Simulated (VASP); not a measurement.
Energy against volume of Al₃Sc (L1_2). Computed with PBE GGA with D3 dispersion (zero damping), VASP's PBE PAW potentials (set 64) (plane waves; VASP). Run with 520 eV cut-off, 8×8×8 Γ-centred mesh, first-order Methfessel-Paxton smearing of 0.10 eV, potentials Sc_sv Al.

| V (Å³/atom) | E (eV/atom) |
|---|---|
| 15.786 | -5.03721 |
| 16.289 | -5.05214 |
| 16.793 | -5.05698 |
| 17.297 | -5.05320 |

Q: Fit these four points and predict the energy of the run at 17.801 Å³/atom.

A: A cubic in V^(−2/3), the third-order Birch-Murnaghan form, passes through the four points with V0 = 16.81 Å³/atom and B0 = 91 GPa, and gives -5.0421 eV/atom there. The run gave -5.0422 eV/atom, -0.1 meV/atom from the fit; all five points give B0 = 90 GPa.

The compound is Al3Sc in the L1_2 structure. It was relaxed first.
